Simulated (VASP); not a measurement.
# Sc2InSb3 (P4/mmm) in VASP: notebook

The runs below take Sc2InSb3 through relaxation of cell and atoms, with PBE.

Program: VASP 6.6.1. These are calculated values, not measurements. Logs are shortened: lines on timing, memory, paths and dates and some standing lists are left out, and cuts for length are marked.

## (1) The crystal as given

Symmetry: P4/mmm, No. 123, tetragonal system. Conventional cell: a = 5.332 Å, b = 5.332 Å, c = 6.431 Å, α = 90.00°, β = 90.00°, γ = 90.00°. Around Sc (site symmetry mmm) lie 2 In at 2.67 Å and 2 Sb at 2.67 Å. In (site symmetry 4/mmm) has 4 Sc at 2.67 Å as nearest neighbours. Sb (site symmetry mmm) is surrounded by 2 Sc at 3.22 Å. Around Sb (site symmetry 4/mmm) lie 4 Sc at 2.67 Å.

The cell was built by a generator and needn't be a form met in nature.

## (2) Relaxation of cell and atoms, PBE

INCAR reads:

```
SYSTEM = Sc2InSb3
  ALGO = Fast
  EDIFF = 1E-4
  EDIFFG = -0.08
  ENCUT = 520
  GGA = PE
  IBRION = 2
  ISIF = 3
  ISMEAR = 0
  LASPH = .TRUE.
  LCHARG = .FALSE.
  LREAL = .FALSE.
  LWAVE = .FALSE.
  NELM = 60
  NSW = 24
  PREC = Normal
  SIGMA = 0.15
```

KPOINTS reads:

```
k-points
0
G
  3 3 3
  0 0 0
```

POSCAR reads:

```
Sc2InSb3
1.0
    5.3324535100      0.0000000000      0.0000000000
    0.0000000000      5.3324535100      0.0000000000
    0.0000000000      0.0000000000      6.4309615700
Sc In Sb
2 1 3
Direct
    0.5000000000      0.0000000000      0.0000000000
    0.0000000000      0.5000000000      0.0000000000
    0.5000000000      0.5000000000      0.0000000000
    0.5000000000      0.0000000000      0.5000000000
    0.0000000000      0.5000000000      0.5000000000
    0.0000000000      0.0000000000      0.0000000000
```

Potentials or basis: VASP PAW PBE potentials, release 64 (Sc_sv, In_d, Sb).

Started as:

```
> cat potpaw_PBE.64/Sc_sv/POTCAR potpaw_PBE.64/In_d/POTCAR potpaw_PBE.64/Sb/POTCAR > POTCAR
> mpirun -np 1 vasp_std > vasp.out
```

OUTCAR:

```text
SYSTEM = Sc2InSb3
   EDIFF = 1E-4
   EDIFFG = -0.08
   ENCUT = 520
   GGA = PE
   IBRION = 2
   ISIF = 3
   ISMEAR = 0
   LASPH = .TRUE.
   LREAL = .FALSE.
   NELM = 60
   NSW = 24
   PREC = Normal

 ion  position               nearest neighbor table
   1  0.500  0.000  0.000-   3 2.67   6 2.67   3 2.67   6 2.67   4 3.22   4 3.22
   2  0.000  0.500  0.000-   3 2.67   6 2.67   6 2.67   3 2.67   5 3.22   5 3.22
   3  0.500  0.500  0.000-   1 2.67   2 2.67   1 2.67   2 2.67   6 3.77   6 3.77   6 3.77   6 3.77

   4  0.500  0.000  0.500-   1 3.22   1 3.22   5 3.77   5 3.77   5 3.77   5 3.77
   5  0.000  0.500  0.500-   2 3.22   2 3.22   4 3.77   4 3.77   4 3.77   4 3.77
   6  0.000  0.000  0.000-   1 2.67   2 2.67   2 2.67   1 2.67   3 3.77   3 3.77   3 3.77   3 3.77

  LATTYP: Found a simple tetragonal cell.
 ALAT       =     5.3324535100
 C/A-ratio  =     1.2060042451

  Lattice vectors:

 A1 = (   5.3324535100,   0.0000000000,   0.0000000000)
 A2 = (   0.0000000000,   5.3324535100,   0.0000000000)
 A3 = (   0.0000000000,   0.0000000000,   6.4309615700)

Analysis of symmetry for initial positions (statically):
=====================================================================
 Subroutine PRICEL returns:
 Original cell was already a primitive cell.

 Routine SETGRP: Setting up the symmetry group for a
 simple tetragonal supercell.

 Subroutine GETGRP returns: Found 16 space group operations
 (whereof 16 operations were pure point group operations)
 out of a pool of 16 trial point group operations.

The static configuration has the point symmetry D_4h.

Analysis of symmetry for dynamics (positions and initial velocities):
=====================================================================
 Subroutine PRICEL returns:
 Original cell was already a primitive cell.

 Routine SETGRP: Setting up the symmetry group for a
 simple tetragonal supercell.

 Subroutine GETGRP returns: Found 16 space group operations
 (whereof 16 operations were pure point group operations)
 out of a pool of 16 trial point group operations.

The dynamic configuration has the point symmetry D_4h.

 Subroutine INISYM returns: Found 16 space group operations
 (whereof 16 operations are pure point group operations),
 and found     1 'primitive' translations

----------------------------------------------------------------------------------------

                                     Primitive cell

  volume of cell :     182.8648

  direct lattice vectors                    reciprocal lattice vectors
     5.332453510  0.000000000  0.000000000     0.187530936  0.000000000  0.000000000
     0.000000000  5.332453510  0.000000000     0.000000000  0.187530936  0.000000000
     0.000000000  0.000000000  6.430961570     0.000000000  0.000000000  0.155497742

  length of vectors
     5.332453510  5.332453510  6.430961570     0.187530936  0.187530936  0.155497742

  position of ions in fractional coordinates (direct lattice)
     0.500000000  0.000000000  0.000000000
     0.000000000  0.500000000  0.000000000
     0.500000000  0.500000000  0.000000000
     0.500000000  0.000000000  0.500000000
     0.000000000  0.500000000  0.500000000
     0.000000000  0.000000000  0.000000000

  ion indices of the primitive-cell ions
   primitive index   ion index
                 1           1
                 2           2
                 3           3
                 4           4
                 5           5
                 6           6

----------------------------------------------------------------------------------------

 KPOINTS: k-points

Automatic generation of k-mesh.
 Grid dimensions read from file:
 generate k-points for:    3    3    3

 Generating k-lattice:

  Cartesian coordinates                     Fractional coordinates (reciprocal lattice)
     0.062510312  0.000000000  0.000000000     0.333333333  0.000000000  0.000000000
     0.000000000  0.062510312  0.000000000     0.000000000  0.333333333  0.000000000
     0.000000000  0.000000000  0.051832581     0.000000000  0.000000000  0.333333333

  Length of vectors
     0.062510312  0.062510312  0.051832581

  Shift w.r.t. Gamma in fractional coordinates (k-lattice)
     0.000000000  0.000000000  0.000000000

 Subroutine IBZKPT returns following result:
 ===========================================

 Found      6 irreducible k-points:

 Following reciprocal coordinates:
            Coordinates               Weight
  0.000000  0.000000  0.000000      1.000000
  0.333333  0.000000  0.000000      4.000000
  0.333333  0.333333  0.000000      4.000000
  0.000000  0.000000  0.333333      2.000000
  0.333333  0.000000  0.333333      8.000000
  0.333333  0.333333  0.333333      8.000000
   k-points           NKPTS =      6   k-points in BZ     NKDIM =      6   number of bands    NBANDS=     30
   number of dos      NEDOS =    301   number of ions     NIONS =      6
   total plane-waves  NPLWV =  32400
   dimension x,y,z NGX =    30 NGY =   30 NGZ =   36
   dimension x,y,z NGXF=    60 NGYF=   60 NGZF=   72
   ions per type =               2   1   3
   NGX,Y,Z   is equivalent  to a cutoff of   9.35,  9.35,  9.31 a.u.
   NGXF,Y,Z  is equivalent  to a cutoff of  18.71, 18.71, 18.61 a.u.
 SYSTEM =  Sc2InSb3
   PREC   = normal    normal or accurate (medium, high low for compatibility)
   ISTART =      0    job   : 0-new  1-cont  2-samecut
   ICHARG =      2    charge: 1-file 2-atom 10-const
   ISPIN  =      1    spin polarized calculation?
   LNONCOLLINEAR =      F non collinear calculations
   LSORBIT =      F    spin-orbit coupling
   LASPH  =      T    aspherical Exc in radial PAW
   ENCUT  =  520.0 eV  38.22 Ry    6.18 a.u.   9.91  9.91 11.96*2*pi/ulx,y,z
   NELM   =     60;   NELMIN=  2; NELMDL= -5     # of ELM steps
   EDIFF  = 0.1E-03   stopping-criterion for ELM
   LREAL  =      F    real-space projection
   EDIFFG = -.8E-01   stopping-criterion for IOM
   NSW    =     24    number of steps for IOM
   IBRION =      2    ionic relax: 0-MD 1-quasi-New 2-CG
   NFREE  =      1    steps in history (QN), initial steepest desc. (CG)
   ISIF   =      3    stress and relaxation
   ISYM   =      2    0-nonsym 1-usesym 2-fastsym
   POTIM  = 0.5000    time-step for ionic-motion
   TEBEG  =    0.0;   TEEND  =   0.0 temperature during run
   PSTRESS=    0.0 pullay stress
   NELECT =      50.0000    total number of electrons
   NUPDOWN=      -1.0000    fix difference up-down
   EMIN   =  10.00;   EMAX   =-10.00  energy-range for DOS
   EFERMI =   0.00;   METHOD = LEGACY
   ISMEAR =     0;   SIGMA  =   0.15  broadening in eV -4-tet -1-fermi 0-gaus
   EFERMI_NEDOS =   21; number of points for ismear=-14 and -15
   IALGO  =     68    algorithm
   IMIX   =      4    mixing-type and parameters
     AMIX     =   0.40;   BMIX     =  1.00
     AMIX_MAG =   1.60;   BMIX_MAG =  1.00
  volume/ion in A,a.u.               =      30.48       205.67
  Fermi-wavevector in a.u.,A,eV,Ry     =   1.062563  2.007953 15.361532  1.129041
  Thomas-Fermi vector in A             =   2.198018
   LORBIT       =      0    0 simple, 1 ext, 2 COOP (PROOUT), +10 PAW based schemes
   GGA     = PE    functional components
   LHFCALC =     F    Hartree Fock is set to
   AEXX    =    0.0000 exact exchange contribution
   IVDW    =     0    specifies the selected vdW correction
   LEPSILON=     F    determine dielectric tensor
   LRPA    =     F    only Hartree local field effects (RPA)
 conjugate gradient relaxation of ions
 non-spin polarized calculation
 RMM-DIIS sequential band-by-band and
 Gauss-broadening in eV      SIGMA  =   0.15
  energy-cutoff  :      520.00
  volume of cell :      182.86
 maximum number of plane-waves:      4937
   NGX = 19   NGY = 19   NGZ = 23

--------------------------------------- Ionic step        1  -------------------------------------------

 number of electron      50.0000133 magnetization

 Free energy of the ion-electron system (eV)
  ---------------------------------------------------
  ext. energy  EPLUGINS =         0.00000000
  ---------------------------------------------------
  free energy    TOTEN  =       -25.82252323 eV

  energy without entropy =      -25.71963936  energy(sigma->0) =      -25.77108129

------------------------ aborting loop because EDIFF is reached ----------------------------------------

  FORCE on cell =-STRESS in cart. coord.  units (eV):
  Direction    XX          YY          ZZ          XY          YZ          ZX
  --------------------------------------------------------------------------------------
  -------------------------------------------------------------------------------------
  Total       11.2344108     11.2344108     -7.4207662      0.0000000     -0.0000000      0.0000000
  in kB       98.4307539     98.4307539    -65.0173496      0.0000000     -0.0000000      0.0000000
  external PRESSURE =      43.9480528 kB  Pullay stress =       0.0000000 kB
[... 265 lines left out ...]
  energy  without entropy=      -27.3496914043  energy(sigma->0) =      -27.38953979

--------------------------------------- Ionic step        8  -------------------------------------------

 number of electron      49.9999991 magnetization

 E-fermi :   4.2542     XC(G=0):  -8.9924

 val. band max:        4.2043012747   @ k =   0.3333   0.0000   0.3333
 cond. band min:       4.3189913854   @ k =   0.3333   0.3333   0.3333
 fundamental gap:      0.1146901107
 Fermi energy:         4.2541998782

 k-point     1 :       0.0000    0.0000    0.0000
  band No.  band energies     occupation
      1     -45.1511      2.00000
      2     -45.1495      2.00000
      3     -23.8365      2.00000
      4     -23.8365      2.00000
      5     -23.8058      2.00000
      6     -23.8058      2.00000
[... 224 lines left out ...]
  energy  without entropy=      -27.3537994762  energy(sigma->0) =      -27.39328066

--------------------------------------- Ionic step        9  -------------------------------------------

 number of electron      50.0000045 magnetization

 Free energy of the ion-electron system (eV)
  ---------------------------------------------------
  ext. energy  EPLUGINS =         0.00000000
  ---------------------------------------------------
  free energy    TOTEN  =       -27.44836816 eV

  energy without entropy =      -27.36883695  energy(sigma->0) =      -27.40860256

 E-fermi :   4.4207     XC(G=0):  -9.0714

 val. band max:        4.3704604324   @ k =   0.3333   0.0000   0.3333
 cond. band min:       4.4928364499   @ k =   0.3333   0.3333   0.3333
 fundamental gap:      0.1223760175
 Fermi energy:         4.4207067205

 k-point     1 :       0.0000    0.0000    0.0000
  band No.  band energies     occupation
      1     -44.9459      2.00000
      2     -44.9439      2.00000
      3     -23.6321      2.00000
      4     -23.6321      2.00000
      5     -23.6150      2.00000
      6     -23.6114      2.00000
[... 220 lines left out ...]
  FREE ENERGIE OF THE ION-ELECTRON SYSTEM (eV)
  ---------------------------------------------------
  free  energy   TOTEN  =       -27.4483681624 eV

  energy  without entropy=      -27.3688369530  energy(sigma->0) =      -27.40860256

 reached required accuracy - stopping structural energy minimisation
```

It took 2.4 min on 1 thread of Intel Xeon Platinum 8488C (Sapphire Rapids), shared host; peak memory 0.21 GiB.

What came out:

| Item | Value |
| --- | --- |
| Free energy | -27.4484 eV |
| Relaxed volume | 31.67 Å³/atom |
| Relaxed cell | a = 5.813 Å, b = 5.813 Å, c = 5.624 Å, α = 90.00°, β = 90.00°, γ = 90.00° |
| Space group after relaxing (to 0.05 Å) | P4/mmm (No. 123) |
| Energy gained by relaxing | 271.0 meV/atom |
| Ionic steps | 9 |
| Pressure after relaxing | 0.1 GPa |
| Band gap on the k mesh | none (metal or under the smearing width) |

Stress tensor (GPa, compression positive):
```
0.09 0.00 0.00
0.00 0.09 0.00
0.00 0.00 0.18
```

The path:
```tsv
step	energy change (eV)	largest force (eV/Å)	pressure (GPa)	volume (Å³)
1	0.0000	0.0000	4.39	182.86
2	-1.3080	0.0000	-2.80	204.42
3	-1.3327	0.0000	-3.22	206.97
4	-1.5962	0.0000	0.24	191.29
5	-1.6102	0.0000	-0.82	194.12
6	-1.6104	0.0000	-0.80	193.86
7	-1.6069	0.0000	-0.35	192.58
8	-1.6102	0.0000	-0.69	193.60
9	-1.6258	0.0000	0.12	190.03
```

Final structure:
```
Sc In Sb
1.0
     5.81296    0.00000    0.00000
     0.00000    5.81296    0.00000
     0.00000    0.00000    5.62365
Sc In Sb
2 1 3
Direct
  0.50000 0.00000 0.00000
  0.00000 0.50000 0.00000
  0.50000 0.50000 0.00000
  0.50000 0.00000 0.50000
  0.00000 0.50000 0.50000
  0.00000 0.00000 0.00000
```

Levels at points of the mesh, in eV from the Fermi level:
```tsv
k point	band 20	band 21	band 22	band 23	band 24	band 25	band 26	band 27	band 28	band 29
(0.00, 0.00, 0.00)	-2.67	-0.49	-0.16	-0.16	0.50	0.71	0.71	0.89	0.93	0.93
```

Caveat: the k mesh is coarse (spacing up to 0.39 Å⁻¹), so the values aren't converged; the relaxation stopped at a loose force limit of 0.08 eV/Å, so its end isn't a converged minimum. Spin-orbit coupling is left out, which matters for the levels of Sb.

## (3) Relaxation of cell and atoms, PBE

This run uses another cell than the first one, of 25.94 Å³/atom, 0.851 times its volume.

INCAR is that of step 2.

KPOINTS reads:

```
k-points
0
G
  4 4 3
  0 0 0
```

POSCAR reads:

```
Sc2InSb3
1.0
    4.8455442800      0.0000000000      0.0000000000
   -2.4227721400      4.1963644400      0.0000000000
    0.0000000000      0.0000000000      7.6544408800
Sc In Sb
2 1 3
Direct
    0.3333333300      0.6666666700      0.2770279900
    0.3333333300      0.6666666700      0.7371630100
    0.0000000000      0.0000000000      0.4545550000
    0.6666666700      0.3333333300      0.5164589900
    0.6666666700      0.3333333300      0.9477250000
    0.0000000000      0.0000000000      0.0670700000
```

Potentials or basis: VASP PAW PBE potentials, release 64 (Sc_sv, In_d, Sb).

Started as:

```
> cat potpaw_PBE.64/Sc_sv/POTCAR potpaw_PBE.64/In_d/POTCAR potpaw_PBE.64/Sb/POTCAR > POTCAR
> mpirun -np 1 vasp_std > vasp.out
```

Wall time 7.3 min (1 thread of Intel Xeon Platinum 8488C (Sapphire Rapids), shared host); peak memory 0.22 GiB.

It converged, with:

```
Free energy                            : -28.4953 eV
Relaxed volume                         : 25.36 Å³/atom
Relaxed cell                           : a = 5.191 Å, b = 5.191 Å, c = 6.519 Å, α = 90.00°, β = 90.00°, γ = 120.00°
Space group after relaxing (to 0.05 Å) : P3m1 (No. 156)
Energy gained by relaxing              : 193.3 meV/atom
Ionic steps                            : 21
Pressure after relaxing                : 0.3 GPa
Largest force after relaxing           : 0.057 eV/Å
Band gap on the k mesh                 : none (metal or under the smearing width)
```

Forces on the atoms (eV/Å):
```
Sc   0.000  0.000  0.030
Sc   0.000  0.000 -0.023
In   0.000  0.000 -0.020
Sb   0.000  0.000 -0.037
Sb   0.000  0.000  0.057
Sb   0.000  0.000 -0.007
```

Stress tensor (GPa, compression positive):
```
0.44 0.00 0.00
0.00 0.44 0.00
0.00 0.00 0.14
```

The path:
```
step  energy change (eV)  largest force (eV/Å)  pressure (GPa)  volume (Å³)
   1              0.0000                0.6053            3.45       155.64
   2             -0.2329                0.4995           -1.45       168.52
   3             -0.2361                0.4923           -1.97       170.33
   4             -0.4585                0.6261           -2.55       170.72
   5             -0.5042                0.7428           -2.66       170.74
   6             -0.5041                1.1096           -2.45       170.56
   7             -0.5173                0.9091           -2.62       170.71
   8             -0.6694                1.0517            0.59       159.07
   9             -0.6714                1.0580            0.99       157.50
  10             -0.8271                0.7600            0.80       154.93
  11             -1.0077                0.6086            2.47       149.47
  12             -1.0323                0.5165            2.73       147.11
  13             -1.1077                0.1661           -2.15       159.34
  14             -1.1381                0.2531           -0.58       155.09
  15             -1.1383                0.2587           -0.67       154.91
  16             -1.1136                0.3638            1.18       150.98
  17             -1.1382                0.2718           -0.41       154.66
  18             -1.1516                0.1808           -0.12       153.64
  19             -1.1573                0.1186            0.03       152.91
  20             -1.1591                0.1065            0.61       151.44
  21             -1.1600                0.0574            0.34       152.14
```

Final structure:
```xyz
6
Lattice="5.1911 0.0000 0.0000 -2.5955 4.4956 0.0000 0.0000 0.0000 6.5192" Properties=species:S:1:pos:R:3 pbc="T T T"
Sc    0.0000    2.9971    1.5262
Sc    0.0000    2.9971    4.9443
In    0.0000    0.0000    3.5273
Sb    2.5955    1.4985    3.0435
Sb    2.5955    1.4985    6.2857
Sb    0.0000    0.0000    0.2305
```

Levels at points of the mesh, in eV from the Fermi level:
```
           k point  band 23  band 24  band 25  band 26  band 27  band 28
(0.00, 0.00, 0.00)    -1.43    -1.43    -1.23    -0.79    -0.17    -0.17
(0.50, 0.00, 0.00)    -0.76    -0.04     0.04     0.62     1.06     1.19
```

Caveat: the k mesh is coarse (spacing up to 0.37 Å⁻¹), so the values aren't converged; the relaxation stopped at a loose force limit of 0.08 eV/Å, so its end isn't a converged minimum. The run has no spin-orbit coupling, so splittings on Sb are missing.
